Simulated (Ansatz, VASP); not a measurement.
## NiSb (Breithauptite): VASP beside Ansatz

Wanted: the spread between two codes on one cell, functional and k mesh. The cell is taken from a series of runs on this material, whose earlier steps may have relaxed, scaled, displaced or heated it; both programs get it as it stands.

Program: Ansatz 0.2.0. Level of theory: plane waves, with VASP 6.6.1 beside it; relaxation of cell and atoms at BLYP with D3(BJ). Results are calculated unless marked as measured.

### Step 1. The structure

Symmetry: P6_3/mmc, No. 194, hexagonal system. Conventional cell: a = 3.928 Å, b = 3.928 Å, c = 5.120 Å, α = 90.00°, β = 90.00°, γ = 120.00°. Nearest to Ni lie 2 Ni at 2.56 Å and 6 Sb at 2.60 Å. Sb has 6 Ni at 2.60 Å nearest. Farther neighbours are not listed.

### Step 2. VASP: relaxation of cell and atoms, BLYP with D3(BJ)

The relaxed volume is the usual yardstick between codes: in a stiff, nearly cubic crystal its relative difference is about their pressure difference at one cell divided by the bulk modulus.

Lines of VASP's logs that name or quote its potential files are left out, and so is its time.

The input, INCAR:

```
SYSTEM = NiSb
PREC = Accurate
ENCUT = 600
EDIFF = 1E-07
NELM = 120
ISMEAR = 0
SIGMA = 0.1
LREAL = .FALSE.
ALGO = Normal
GGA = B5
ALDAX = 1
AGGAX = 1
AGGAC = 1
ALDAC = 0
IVDW = 12
VDW_S6 = 1
VDW_S8 = 2.6996
VDW_A1 = 0.4298
VDW_A2 = 4.2359
NBANDS = 21
LASPH = .TRUE.
LORBIT = 11
LWAVE = .FALSE.
LCHARG = .FALSE.
ISIF = 3
IBRION = 2
NSW = 80
EDIFFG = -0.005
GGA_COMPAT = .FALSE.
NELMIN = 4
KPAR = 2
```

The input, POSCAR:

```
NiSb
1.0
    3.9280000000      0.0000000000      0.0000000000
   -1.9640000000      3.4017480000      0.0000000000
    0.0000000000      0.0000000000      5.1200000000
Ni Sb
2 2
Direct
    0.0000000000      0.0000000000      0.0000000000
    0.0000000000      0.0000000000      0.5000000000
    0.3333333333      0.6666666667      0.2500000000
    0.6666666667      0.3333333333      0.7500000000
```

The input, KPOINTS:

```
Automatic mesh
0
Gamma
12 12 8
0 0 0
```

The projector-augmented-wave data sets are Ni and Sb (PBE family, release 64).

On the command line:

```
$ mpirun -np 2 vasp_std
```

Numbers of over 12 decimals in the logs are rounded to 6 here.

What it wrote:

```text
[banner, memory and clock lines left out]
running    2 mpi-ranks, on    1 nodes
 distrk:  each k-point on    1 cores,    2 groups
 distr:  one band on    1 cores,    1 groups

 POSCAR found type information on POSCAR NiSb
 POSCAR found :  2 types and       4 ions
|                                                                             |
|               ----> ADVICE to this user running VASP <----                  |
|                                                                             |
|     You enforced a specific xc type in the INCAR file but a different       |
|     [... a line on the potential file left out ...]
|     I HOPE YOU KNOW WHAT YOU ARE DOING!                                     |
|                                                                             |

 LDA part: xc-table for (Slater(with rela. corr.)+VWN5), standard interpolation
 POSCAR, INCAR and KPOINTS ok, starting setup
 FFT: planning ... GRIDC
 FFT: planning ... GRID_SOFT
 FFT: planning ... GRID
 WAVECAR not read
 entering main loop
       N       E                     dE             d eps       ncg     rms          rms(c)
DAV:   1     0.187775346438E+03    0.18778E+03   -0.13705E+04  3990   0.165E+03
DAV:   2    -0.707684256351E+01   -0.19485E+03   -0.18772E+03  4065   0.320E+02
DAV:   3    -0.173647940623E+02   -0.10288E+02   -0.99696E+01  4718   0.908E+01
DAV:   4    -0.176067948998E+02   -0.24200E+00   -0.24072E+00  4468   0.127E+01
DAV:   5    -0.176149143813E+02   -0.81195E-02   -0.81179E-02  5267   0.248E+00    0.119E+01
DAV:   6    -0.194564212809E+02   -0.18415E+01   -0.21432E+01  4489   0.856E+01    0.144E+01
DAV:   7    -0.165226032104E+02    0.29338E+01   -0.86223E+00  4545   0.611E+01    0.326E+00
DAV:   8    -0.165402394091E+02   -0.17636E-01   -0.77431E-01  5473   0.717E+00    0.219E+00
DAV:   9    -0.164977476017E+02    0.42492E-01   -0.14939E-01  4581   0.693E+00    0.426E-01
DAV:  10    -0.164979936071E+02   -0.24601E-03   -0.58660E-03  4454   0.664E-01    0.312E-01
DAV:  11    -0.164978978368E+02    0.95770E-04   -0.74399E-04  4865   0.206E-01    0.737E-02
DAV:  12    -0.164978835503E+02    0.14287E-04   -0.27420E-04  5980   0.241E-01    0.432E-02
DAV:  13    -0.164978810467E+02    0.25036E-05   -0.26954E-05  4395   0.433E-02    0.151E-02
DAV:  14    -0.164978789701E+02    0.20766E-05   -0.24775E-06  5540   0.124E-02    0.418E-03
DAV:  15    -0.164978784984E+02    0.47171E-06   -0.49558E-07  4480   0.924E-03    0.118E-03
DAV:  16    -0.164978785577E+02   -0.59325E-07   -0.45734E-08  2400   0.266E-03
   1 F= -.21470774E+02 E0= -.21467062E+02  d E =-.214708E+02
[...]
2 F= -.21473115E+02 E0= -.21469276E+02  d E =-.234159E-02
[...]
3 F= -.21473160E+02 E0= -.21469345E+02  d E =-.238629E-02
[...]
4 F= -.21474030E+02 E0= -.21470209E+02  d E =-.870032E-03
 trial-energy change:   -0.000870  1 .order   -0.000868   -0.001516   -0.000220
 step:   1.1404(harm=  1.1404)  dis= 0.00000  next Energy=   -21.474047 (dE=-0.886E-03)
 bond charge predicted
       N       E                     dE             d eps       ncg     rms          rms(c)
DAV:   1    -0.165276664375E+02    0.18207E-02   -0.34329E-03  4739   0.593E-01    0.111E-01
DAV:   2    -0.165278148116E+02   -0.14837E-03   -0.19410E-03  4548   0.857E-01    0.149E-01
DAV:   3    -0.165275139606E+02    0.30085E-03   -0.94750E-04  4490   0.621E-01    0.327E-02
DAV:   4    -0.165274973486E+02    0.16612E-04   -0.42507E-05  5563   0.713E-02    0.752E-03
DAV:   5    -0.165274970422E+02    0.30643E-06   -0.51441E-06  5072   0.354E-02    0.277E-03
DAV:   6    -0.165274969961E+02    0.46147E-07   -0.56321E-07  4384   0.113E-02
   5 F= -.21474050E+02 E0= -.21470224E+02  d E =-.889802E-03
 curvature:  -0.74 expect dE=-0.750E-06 dE for cont linesearch -0.275E-06
 trial: gam=-0.02265 g(F)=  0.727E-45 g(S)=  0.102E-05 ort = 0.274E-04 (trialstep = 0.101E+01)
 search vector abs. value=  0.808E-06
 reached required accuracy - stopping structural energy minimisation
```

From OUTCAR (step 2):

```text
ion  position               nearest neighbor table
   1  0.000  0.000  0.000-   2 2.56   2 2.56   4 2.60   3 2.60   4 2.60   3 2.60   4 2.60   3 2.60

  LATTYP: Found a hexagonal cell.
 ALAT       =     3.9280000000
 C/A-ratio  =     1.3034623218

 Subroutine GETGRP returns: Found 24 space group operations
 (whereof 12 operations were pure point group operations)

The static configuration has the point symmetry D_3d.
 The point group associated with its full space group is D_6h.

 Found     95 irreducible k-points:

   k-points           NKPTS =     95   k-points in BZ     NKDIM =     95   number of bands    NBANDS=     21

   dimension x,y,z NGX =    32 NGY =   32 NGZ =   42
   dimension x,y,z NGXF=    64 NGYF=   64 NGZF=   84

   ENCUT  =  600.0 eV  44.10 Ry    6.64 a.u.   7.85  7.85 10.23*2*pi/ulx,y,z

   NELECT =      30.0000    total number of electrons

 k-points in reciprocal lattice and weights: Automatic mesh
   0.00000000  0.00000000  0.00000000       0.001
   0.08333333  0.00000000  0.00000000       0.005
   0.16666667  0.00000000  0.00000000       0.005
   0.25000000  0.00000000  0.00000000       0.005
   0.33333333  0.00000000  0.00000000       0.005
   0.41666667  0.00000000  0.00000000       0.005
   0.50000000  0.00000000  0.00000000       0.003
   0.08333333  0.08333333  0.00000000       0.005
   0.16666667  0.08333333  0.00000000       0.010
[...]
0.33333333  0.25000000  0.50000000       0.010
   0.33333333  0.33333333  0.50000000       0.002

 Edisp (eV)   -4.94454

 average (electrostatic) potential at core
       1 -81.0778       2 -81.0778       3 -82.8475       4 -82.8475

 E-fermi :  10.4945

 k-point     1 :       0.0000    0.0000    0.0000
  band No.  band energies     occupation
    ...
      9       8.3417      2.00000
     10       8.3417      2.00000
     11       9.0803      2.00000
     12       9.0803      2.00000
     13      10.3701      1.92160
     14      11.1355      0.00000
     15      11.1355      0.00000
     16      13.0108      0.00000
     17      13.0108      0.00000
     18      13.9796      0.00000
    ...

 k-point     2 :       0.0833    0.0000    0.0000
  band No.  band energies     occupation
    ...
     10       8.3577      2.00000
     11       9.0742      2.00000
     12       9.0808      2.00000
     13      10.3450      1.96548
     14      10.4596      1.37878
     15      10.8204      0.00000
     16      12.5822      0.00000
     17      13.2807      0.00000
     18      14.2416      0.00000
     19      14.7941      0.00000
    ...

 k-point     3 :       0.1667    0.0000    0.0000
  band No.  band energies     occupation
    ...
     11       9.0591      2.00000
     12       9.0821      2.00000
     13       9.4138      2.00000
     14      10.2016      1.99997
     15      10.2620      1.99899
     16      11.9815      0.00000
     17      13.7365      0.00000
     18      13.8020      0.00000
     19      15.3707      0.00000
     20      16.3695      0.00000
    ...

 Edisp (eV)   -4.94655

  Total      -0.00633    -0.00633    -0.00206     0.00000    -0.00000     0.00000
  in kB      -0.14735    -0.14735    -0.04790     0.00000    -0.00000     0.00000
  external pressure =       -0.11 kB  Pullay stress =        0.00 kB

  energy-cutoff  :      600.00
  volume of cell :       68.86
      direct lattice vectors                 reciprocal lattice vectors
     3.920031094  0.000000000  0.000000000     0.255100017  0.147282054 -0.000000000
    -1.960015547  3.394846724 -0.000000000     0.000000000  0.294564109 -0.000000000
     0.000000000  0.000000000  5.174231519    -0.000000000  0.000000000  0.193265415

 POSITION                                       TOTAL-FORCE (eV/Angst)
 -----------------------------------------------------------------------------------
      0.00000      0.00000      0.00000         0.000000      0.000000     -0.000000
      0.00000      0.00000      2.58712         0.000000     -0.000000     -0.000000
     -0.00000      2.26323      1.29356        -0.000000      0.000000     -0.000000
      1.96002      1.13162      3.88067         0.000000     -0.000000      0.000000
 -----------------------------------------------------------------------------------
    total drift:                                0.000000     -0.000000      0.000000

  FREE ENERGIE OF THE ION-ELECTRON SYSTEM (eV)
  ---------------------------------------------------
  free  energy   TOTEN  =       -21.4740499654 eV

  energy  without entropy=      -21.4663972801  energy(sigma->0) =      -21.47022362

 reached required accuracy - stopping structural energy minimisation

 total charge
# of ion       s       p       d       tot
------------------------------------------
    1        0.451   0.474   8.512   9.438
    2        0.451   0.474   8.512   9.438
    3        1.160   1.250   0.071   2.481
    4        1.160   1.250   0.071   2.481
--------------------------------------------------
tot          3.221   3.448  17.167  23.837

[... 3 further parts left out ...]
```

CONTCAR:

```
NiSb
   1.00000000000000
     3.9200310938726530    0.0000000000000000    0.0000000000000000
    -1.9600155469363265    3.3948467235469466   -0.0000000000000000
     0.0000000000000000    0.0000000000000000    5.1742315190036345
  Ni              Sb
     2     2
Direct
     0.0000000000000000    0.0000000000000000    0.0000000000000000
     0.0000000000000000    0.0000000000000000    0.5000000000000000
     0.3333333332999970    0.6666666667000030    0.2500000000000000
     0.6666666667000030    0.3333333332999970    0.7500000000000000
```

This run has no spin polarisation, so a moment on Ni, if there is one, isn't seen.

### Step 3. Ansatz: relaxation of cell and atoms, BLYP with D3(BJ)

Ansatz runs on its default PAW (the set named soft_2) files.

The same cell, functional (in two slightly different forms), mesh and smearing now go to Ansatz, which takes its cutoff from its data sets.

The input, input.yaml:

```yaml
crystal:
  lattice:
    - [3.928, 0.0, 0.0]
    - [-1.964, 3.4017477861, 0.0]
    - [0.0, 0.0, 5.12]
  atoms:
    - { symbol: Ni, position: [0.0, 0.0, 0.0] }
    - { symbol: Ni, position: [0.0, 0.0, 0.5] }
    - { symbol: Sb, position: [0.3333333333, 0.6666666667, 0.25] }
    - { symbol: Sb, position: [0.6666666667, 0.3333333333, 0.75] }
kpoints:
  mp_grid: { grid: [12, 12, 8] }
hamiltonian:
  xc: blyp
  dispersion: d3bj
scf:
  occupations: { method: gaussian, width: 0.1 }
output:
  forces: true
  stress: true
  eigenvalues: true
relax:
  adjacent_minimum: "off"
  f_tol: 0.005
  max_steps: 60
  cell: { stress_tol: 0.03 }
```

On the command line:

```
$ ansatz run input.yaml --threads 4 --pin off --max-ram 8192MiB --backend cpu --events-out ev --progress --plain --runs-dir out
```

What it wrote:

```text
Engine: ansatz 0.2.0, aarch64-unknown-linux-gnu
Pseudopotentials: kind: paw
Pseudopotential: Ni, paw, valence charge 18, recommended cutoff 420 eV (normal), Ni.paw.azcp
Pseudopotential: Sb, paw, valence charge 15, recommended cutoff 420 eV (normal), Sb.paw.azcp
Functional definition: BLYP
  parameter beta = 0.0042
  parameter a = 0.04918
  parameter b = 0.132
  parameter c = 0.2533
  parameter d = 0.349
  exchange = b88_x(beta = beta)
  correlation = lyp_c(a = a, b = b, c = c, d = d)
Crystal: 4 atoms, lattice volume = 68.414 Å³
Basis set: ecut = 420 eV, 1385 PW (Γ), exchange–correlation on 54×54×72 points (8 copies of the dense FFT grid, shifted against one another)
Bands: 40, of which v1, the nominal top of the filled ones, is band 33 counted from 1 (32 counted from 0)
Symmetry: 24 space group operations
Space group: P63/mmc (ITA 194), of the structure as read, at distance tolerance 4.1e-5 Å
k-points: 95 of 1152
Non-local potential: Ni, projectors of the file, l = 0: 3, l = 1: 2, l = 2: 3, l = 3: 1
Non-local potential: Sb, projectors of the file, l = 0: 2, l = 1: 2, l = 2: 2, l = 3: 2
PAW form: soft (Blöchl's): semilocal exchange-correlation on the pseudo side does not see the compensation charge
PAW frozen core: Ni, regenerated for the run's functional, and the local potential with it (the file was generated under x = pbe(κ = 0.804, μ = 0.219515), c = pbe(β = 0.066725))
PAW frozen core: Sb, regenerated for the run's functional, and the local potential with it (the file was generated under x = pbe(κ = 0.804, μ = 0.219515), c = pbe(β = 0.066725))
PAW one-centre angular grid: Ni, 590 points (default); XC on 64 Gauss nodes
PAW one-centre angular grid: Sb, 590 points (default); XC on 64 Gauss nodes
Initial density: superposition of atomic densities (neutral atoms: chi_scale 0, normalization atom), corrected by the library's trained network
Initial wavefunctions: pseudopotential atomic-orbital guess
Functional: x = b88, c = lyp
SCF iter   1: F=—  HF=-24704.434546 eV  |F-HF|=—  |Δ(HF+E_count)|=         —  Δρ=2.73e-2  dr2=4.08e-1  ethr=1.77e-3  ⟨swp⟩=6.6  Hψ=15050  notcnv=0  defer=4
preconditioner: auto → Kerker (q_TF=auto, 2.712 Å⁻¹)  [metal: Δε(μ)=0.010 eV  Ē_g=18.290 eV  σ=0.100 eV  W_gap=0.06  n_scr=22 (ndim 8)  ℏωp=31.7 eV  f_vac=0.006  D(μ)=1.50/eV (n_scr^D=8)]
SCF iter   2: F=—  HF=-24704.396401 eV  |F-HF|=—  |Δ(HF+E_count)|=   3.81e-2  Δρ=8.76e-3  dr2=6.08e-2  ethr=6.18e-4  ⟨swp⟩=2.0  Hψ=5002  notcnv=0  defer=187
SCF iter   3: F=—  HF=-24704.387007 eV  |F-HF|=—  |Δ(HF+E_count)|=   9.39e-3  Δρ=3.42e-3  dr2=1.18e-2  ethr=9.21e-5  ⟨swp⟩=1.0  Hψ=3604  notcnv=0  defer=187
SCF iter   4: F=—  HF=-24704.385602 eV  |F-HF|=—  |Δ(HF+E_count)|=   1.41e-3  Δρ=1.29e-3  dr2=1.04e-3  ethr=1.78e-5  ⟨swp⟩=2.0  Hψ=3994  notcnv=0  defer=187
SCF iter   5: F=—  HF=-24704.385594 eV  |F-HF|=—  |Δ(HF+E_count)|=   7.91e-6  Δρ=3.09e-4  dr2=9.55e-5  ethr=1.58e-6  ⟨swp⟩=2.0  Hψ=3977  notcnv=0  defer=187
SCF iter   6: F=—  HF=-24704.385614 eV  |F-HF|=—  |Δ(HF+E_count)|=   2.01e-5  Δρ=1.03e-4  dr2=8.73e-6  ethr=1.45e-7  ⟨swp⟩=2.5  Hψ=5840  notcnv=0  defer=187
SCF iter   7: F=—  HF=-24704.385620 eV  |F-HF|=—  |Δ(HF+E_count)|=   5.93e-6  Δρ=4.65e-5  dr2=1.23e-6  ethr=1.32e-8  ⟨swp⟩=2.2  Hψ=5906  notcnv=0  defer=187
SCF iter   8: F=-24704.385621 eV  HF=-24704.385620 eV  |F-HF|=2.04e-8  |Δ(HF+E_count)|=   5.49e-7  Δρ=9.13e-6  dr2=4.42e-8  ethr=1.52e-10  ⟨swp⟩=7.9  Hψ=19642  notcnv=0
SCF 1 converged in 8 iterations: F = -24704.385621 eV  dr2 = 4.42e-8
  greatest PAW one-centre occupation: 1.001 electrons in one spin orbital (limit 2), on the Ni atom at site 1 (counted from 0), in its partial waves of l = 1
relax step   1: F+E_penalty+E_count = -24704.38562050 eV  Δ(F+E_penalty+E_count) = +0.000e0 eV  max|allowed force component| = 2.776e-17 eV/Å  Δτ_max = 0.0000 Å  P = +0.482 GPa  Ω = 68.414 Å³  (8 SCF iters, dr2 threshold 1.00e-7 eV, accepted)
[...]
relax step   2: F+E_penalty+E_count = -24704.38787453 eV  Δ(F+E_penalty+E_count) = -2.254e-3 eV  max|allowed force component| = 1.503e-17 eV/Å  Δτ_max = 0.0000 Å  P = +0.081 GPa  Ω = 68.681 Å³  energy of the carried Pulay correction = -1.138e-4 eV  (6 SCF iters, dr2 threshold 4.00e-7 eV, accepted)
[...]
relax step   3: F+E_penalty+E_count = -24704.38816869 eV  Δ(F+E_penalty+E_count) = -2.942e-4 eV  max|allowed force component| = 9.252e-18 eV/Å  Δτ_max = 0.0000 Å  P = +0.016 GPa  Ω = 68.740 Å³  energy of the carried Pulay correction = -1.413e-4 eV  (6 SCF iters, dr2 threshold 3.90e-7 eV, accepted)
[...]
relax step   4: F+E_penalty+E_count = -24704.38831346 eV  Δ(F+E_penalty+E_count) = -1.448e-4 eV  max|allowed force component| = 9.252e-18 eV/Å  Δτ_max = 0.0000 Å  P = +0.016 GPa  Ω = 68.740 Å³  stress off target by 2.32e-2 GPa  SCF on the basis re-selected at this cell (its energy is not comparable with the rows above)  (6 SCF iters)
basis re-selected at this cell: Δ(F+E_penalty+E_count) = -1.448e-4 eV, ΔP = -0.000 GPa vs the last step (what re-selecting the basis moved, of the pressure what is left beyond the Pulay correction that the steps carried, after the strain that the cell walked since its last selection, with what the two solves' SCF thresholds leave and, on support functions, any second-order correction that the steps lacked; it is no m [...]
SCF converged after 6 iterations
Free energy (F): -24704.388313 eV
Harris-Foulkes:  -24704.388313 eV  (|F-HF|=3.64e-12)
Internal energy: -24704.380509 eV  (E = F + TS)
E sigma→0 (E₀):  -24704.384411 eV
Entropy (-TS):   -0.007804 eV (-1.951 meV/atom)
Fermi energy:    15.710359 eV
--- Per-component energies (eV) ---
  E_band       = -834.452742
  E_kinetic    = 993.744675
  E_local      = -11087.446953  (includes V_loc(G=0)·N_el)
  E_nonlocal   = 1991.828588
  E_hartree    = 4863.350866
  E_xc         = -442.250676
  E_vxc        = -405.217768  (∫ρ·V_xc dr)
  E_paw        = -12480.836795  (= ΣΔE_a)
  E_vpaw       = -2054.063723  (= ΣTr[D̂ρ^β])
  E_aug_tail   = 0.000900  (compensation charges beyond the density's cutoff)
  E_ewald      = -8537.681223
  E_disp       = -4.954931  (pairwise vdW)
  E_core_change = -0.134959  (= ΣΔE_core)
  E_smearing   = -0.007804  (= −TS)
  E_closure    = -0.000000  (closes the sum)
  Σ components = -24704.388313   (vs F -24704.388313, Δ=0.00e0)
--- Forces (eV/Å), atoms counted from 1 ---
  atom   1  Ni     0.00000000     0.00000000     0.00000000
  atom   2  Ni    -0.00000000     0.00000000     0.00000000
  atom   3  Sb     0.00000000    -0.00000000     0.00000000
  atom   4  Sb     0.00000000     0.00000000     0.00000000
  max |Σ_I F_I| component: 1.68e-29 eV/Å
--- Stress (GPa, compression-positive) ---
        0.012130       0.000000       0.000000
        0.000000       0.012130      -0.000000
        0.000000      -0.000000       0.023239
  P = ⅓ Tr σ = 0.0158 GPa (0.158 kbar)
--- Band table (eV; the first three rows and the last of 95) ---
  k-point 0: bands = [... 29 lower, 14.3123, 15.6058, 16.3308, 16.3308, 18.2359, 18.2359, 19.1843, 19.5534, ... 3 higher]
  k-point 1: bands = [... 29 lower, 14.2123, 15.5276, 16.5044, 16.5044, 18.2240, 18.2240, 19.0708, 19.3326, ... 3 higher]
  k-point 2: bands = [... 29 lower, 14.0087, 15.3620, 16.9115, 16.9115, 18.0374, 18.1738, 18.1738, 19.7514, ... 3 higher]
  k-point 94: bands = [... 29 lower, 13.6713, 14.2843, 14.2843, 14.3874, 14.3874, 19.8065, 19.8065, 23.0635, ... 3 higher]
--- Relaxed structure (3 steps of the walk, 3 accepted, 1 SCFs on fresh bases) ---
  F+E_penalty+E_count = -24704.38831346 eV   max|allowed force component| = 9.252e-18 eV/Å   (the final SCF, on the basis selected at the relaxed cell)
  cell:  # Å, volume = 68.7399 Å³
    - [3.918352, 0.0, 0]
    - [-1.959176, 3.393393, 4.572654959069208e-19]
    - [0, 6.882342508230144e-19, 5.169770]
  atoms:
    - { symbol: Ni, position: [0, 0, 0] }
    - { symbol: Ni, position: [0, 0, 0.500000] }
    - { symbol: Sb, position: [0.333333, 0.666667, 0.250000] }
    - { symbol: Sb, position: [0.666667, 0.333333, 0.750000] }
```

### Step 4. Side by side

Known differences besides the potentials themselves: the data sets hold 66 valence electrons in Ansatz (on its default PAW (the set named soft_2) files) and 30 in VASP; the cutoff is 420 eV in Ansatz and 600 eV in VASP; Ansatz makes its cores anew for this functional, VASP keeps those of its PBE data sets; VASP's log shows a relativistic correction to its local exchange, Ansatz's none; Ansatz adds a Pulay correction to the stress that steers its cell, VASP none. Total energies have different zeros and are not compared.

Compared:

```csv
quantity,Ansatz,VASP,difference
volume (Å³),68.74,68.86,-0.17 %
"edge a after relaxation, in the typed setting (Å)",3.918,3.920,-0.04 %
"edge c after relaxation, in the typed setting (Å)",5.170,5.174,-0.09 %
```

### Step 5. What came out

| Property | Result |
| --- | --- |
| difference in volume (relaxation of cell and atoms, BLYP with D3(BJ)) | -0.17 % |

In words: The difference in volume is -0.17 % (relaxation of cell and atoms, BLYP with D3(BJ)), within the 1.2 % picked in this series as the mark of a large difference, as far as the stopping tolerances let one tell. The data sets hold unlike numbers of valence electrons (66 in Ansatz and 30 in VASP), so part of the differences comes from the potentials. How closely two codes agree says nothing of how well the functional describes the real material.

[Lines on the potential files, build, host, timing and source positions are cut from VASP's logs without a mark.]

[Logs are printed without paths, hosts, clocks, repeated set-up lines and the standing remarks that a program may print on its own settings, such as how far it seeks lower states.]

[Hosts, paths, dates, database ids (printed as entryN), source tags and the programs' standing remarks are cut or masked in the printed files.]
